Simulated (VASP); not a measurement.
Consider the following.

```
CELL_PARAMETERS angstrom
     -2.66042     2.66042     4.52121
      2.66042    -2.66042     4.52121
      2.66042     2.66042    -4.52121
ATOMIC_POSITIONS crystal
  Ge 0.50000 0.50000 0.00000
  Ge 0.25000 0.75000 0.50000
  Se 0.21901 0.21901 0.00000
  Se 0.96901 0.46901 0.50000
  Se 0.53099 0.03099 0.50000
  Se 0.78099 0.78099 0.00000
```

Method: PBEsol GGA, VASP's PBE PAW potentials (set 64) (plane waves; VASP). Run with 400 eV cut-off, 9×9×9 Γ-centred mesh, tetrahedra with Blöchl corrections, potentials Ge_d Se.

The cores are frozen, which limits the accuracy of field gradients.

### Question
Give the principal components of the electric field gradient (V/Å²) and the asymmetry η at each nucleus.

### Answer

```csv
atom,Vxx,Vyy,Vzz,η
Ge1,37.1,37.0,-74.1,0.00
Ge2,37.1,37.0,-74.1,0.00
Se3,45.5,43.5,-89.0,0.02
Se4,45.5,43.5,-89.0,0.02
Se5,45.5,43.5,-89.0,0.02
Se6,45.5,43.5,-89.0,0.02
```

The structure was generated: GeSe2 was put into the anatase type (I4_1/amd), which need not be its known phase. It was relaxed first, which changed the volume by -9 %.
